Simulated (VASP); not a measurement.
```yaml
crystal:
  lattice:
    - [0.00000, 2.57354, 2.57354]
    - [2.57354, 0.00000, 2.57354]
    - [2.57354, 2.57354, 0.00000]
  atoms:
    - { symbol: Zr, position: [0.00000, 0.00000, 0.00000] }
    - { symbol: O, position: [0.25000, 0.25000, 0.25000] }
    - { symbol: O, position: [0.75000, 0.75000, 0.75000] }
```

Computed with rev-vdW-DF2, VASP's PBE PAW potentials (set 64) (plane waves; VASP 6.6.1). Run with 520 eV cut-off, 8×8×8 Γ-centred mesh, Gaussian smearing of 0.050 eV, potentials Zr_sv O.

Q: Give the stress tensor in GPa (positive for a compressed cell).

A: 
```
-6.84   0.00   0.00
 0.00  -6.84   0.00
 0.00   0.00  -6.84
```
The pressure is its mean diagonal, -6.84 GPa.

The compound is ZrO2 in the fluorite structure, the high-temperature cubic form, which is unstable at 0 K; the monoclinic form is the stable one. This cell is one point of a volume scan, at 1.03 of the reference volume.
